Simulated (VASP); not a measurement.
Input:

```
KI
1.0
    0.00000     3.53500     3.53500
    3.53500     0.00000     3.53500
    3.53500     3.53500     0.00000
K I
1 1
Direct
  0.00000   0.00000   0.00000
  0.50000   0.50000   0.50000
```

The numbers are results of PBE GGA, VASP's PBE PAW potentials (set 64) (plane waves; VASP), not measurements. Numerical set-up: 300 eV cut-off, 6×6×6 Γ-centred mesh, Fermi-Dirac smearing of 0.050 eV, potentials K_sv I.

Unless said otherwise, spin-orbit coupling is left out, though it shifts the bands of the heavy elements here.

Estimate the energy per atom (σ→0), band gap (on the k-mesh) with the smallest direct gap where there is one.

```json
{
  "band gap (on the k-mesh)": "3.96 eV",
  "smallest direct gap (on the k-mesh)": "3.96 eV",
  "energy per atom (σ→0)": "-2.778 eV/atom"
}
```

Total energies compare only between runs with the same potentials, cut-off and functional.

The structure is a typed KI crystal. The cell was not relaxed at this level.
